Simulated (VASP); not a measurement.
Input:

```yaml
crystal:
  lattice:
    - [0.00000, 2.40804, 2.40804]
    - [2.40804, 0.00000, 2.40804]
    - [2.40804, 2.40804, 0.00000]
  atoms:
    - { symbol: Be, position: [0.00000, 0.00000, 0.00000] }
    - { symbol: S, position: [0.25000, 0.25000, 0.25000] }
```

Level of theory: PBE GGA with D3 dispersion (Becke-Johnson damping), VASP's PBE PAW potentials (set 64) (plane waves; VASP 6.6.1). Settings: 400 eV cut-off, 12×12×12 Γ-centred mesh, Gaussian smearing of 0.010 eV, potentials Be S.

Problem. The job: BeS (space group F-43m), 2 atoms, PBE-D3(BJ), optics run with many empty bands, 400 eV, 12×12×12 Γ-centred mesh. Roughly how much core time does it take on a busy server core?

Solution. About 30 core-seconds (one run on a shared machine, a rough figure). It had 72 irreducible k-points, 24 bands, up to 532 plane waves and 13 electronic steps.

The structure comes from a measured BeS entry (F-43m) of the Crystallography Open Database, whose conditions weren't checked. It was relaxed first.
